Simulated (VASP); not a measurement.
Computed with PBE GGA, VASP's PBE PAW potentials (set 64) (plane waves; VASP 6.6.1).

A VASP calculation is set up with these files.

### INCAR
```
! general
SYSTEM   =  NiSi2
PREC     =  Accurate
ENCUT    =  400
LREAL    =  .False.
LASPH    =  .True.

! electronic loop
EDIFF    =  1E-6
NELM     =  100
ALGO     =  Normal
LMAXMIX  =  4

! smearing
ISMEAR   =  1
SIGMA    =  0.1

! functional
GGA      =  PE

! ions
ISIF     =  2

! output
LWAVE    =  .False.
LCHARG   =  .False.
```

**POSCAR**
```
NiSi2
1
    0.0000000000     2.7591000000     2.7591000000
    2.7591000000     0.0000000000     2.7591000000
    2.7591000000     2.7591000000     0.0000000000
Si Ni
2 1
Direct
  0.2500000000   0.2500000000   0.2500000000
  0.7500000000   0.7500000000   0.7500000000
  0.0000000000   0.0000000000   0.0000000000
```

File KPOINTS:
```
Automatic
0
G
  7 7 7
```

POTCAR, in this order: Si Ni (PBE.64 set). Program: vasp_std.

The resulting files:

### OSZICAR
```
       N       E                     dE             d eps       ncg     rms          rms(c)
DAV:   1     0.590479430825E+02    0.59048E+02   -0.67471E+03   536   0.114E+03
DAV:   2    -0.157208173003E+02   -0.74769E+02   -0.69686E+02   550   0.222E+02
DAV:   3    -0.192248559775E+02   -0.35040E+01   -0.33910E+01   670   0.545E+01
DAV:   4    -0.192933034877E+02   -0.68448E-01   -0.68409E-01   600   0.715E+00
DAV:   5    -0.192951145588E+02   -0.18111E-02   -0.18109E-02   694   0.124E+00    0.158E+01
DAV:   6    -0.244353432044E+02   -0.51402E+01   -0.54408E+01   555   0.182E+02    0.261E+01
DAV:   7    -0.174995499725E+02    0.69358E+01   -0.16110E+01   615   0.113E+02    0.422E+00
DAV:   8    -0.173883830230E+02    0.11117E+00   -0.23149E+00   742   0.263E+01    0.245E+00
DAV:   9    -0.173506115105E+02    0.37772E-01   -0.27707E-01   631   0.101E+01    0.638E-01
DAV:  10    -0.173494071204E+02    0.12044E-02   -0.78521E-03   726   0.163E+00    0.323E-01
DAV:  11    -0.173494495191E+02   -0.42399E-04   -0.12532E-03   675   0.503E-01    0.327E-02
DAV:  12    -0.173494888848E+02   -0.39366E-04   -0.97389E-05   693   0.169E-01    0.252E-02
DAV:  13    -0.173494926667E+02   -0.37819E-05   -0.31431E-05   570   0.107E-01    0.105E-02
DAV:  14    -0.173494931740E+02   -0.50731E-06   -0.19093E-06   552   0.164E-02
   1 F= -.17349493E+02 E0= -.17349020E+02  d E =-.141828E-02
```

### OUTCAR
```
------------------------ aborting loop because EDIFF is reached ----------------------------------------
  FORCE on cell =-STRESS in cart. coord.  units (eV):
  Direction    XX          YY          ZZ          XY          YZ          ZX
  --------------------------------------------------------------------------------------
  Total       -1.6244565     -1.6244565     -1.6244565      0.0000000      0.0000000     -0.0000000
  in kB      -61.9564231    -61.9564231    -61.9564231      0.0000000      0.0000000     -0.0000000
  external PRESSURE =     -61.9564231 kB  Pullay stress =       0.0000000 kB
  volume of cell :       42.01
      direct lattice vectors                 reciprocal lattice vectors
     0.000000000  2.759100000  2.759100000    -0.181218513  0.181218513  0.181218513
     2.759100000  0.000000000  2.759100000     0.181218513 -0.181218513  0.181218513
     2.759100000  2.759100000  0.000000000     0.181218513  0.181218513 -0.181218513
 POSITION                                       TOTAL-FORCE (eV/Angst)
 -----------------------------------------------------------------------------------
      1.37955      1.37955      1.37955         0.000000      0.000000      0.000000
      4.13865      4.13865      4.13865        -0.000000     -0.000000     -0.000000
      0.00000      0.00000      0.00000         0.000000     -0.000000      0.000000
 -----------------------------------------------------------------------------------
    total drift:                               -0.000000     -0.000000      0.000000
  FREE ENERGIE OF THE ION-ELECTRON SYSTEM (eV)
  ---------------------------------------------------
  free  energy   TOTEN  =       -17.3494931740 eV

  energy  without entropy=      -17.3480748971  energy(sigma->0) =      -17.34902042
```
(Selected blocks of OUTCAR.)

The compound is NiSi2 in the fluorite structure. The cell was not relaxed at this level. The run is not spin-polarised, so no magnetic state was tried.
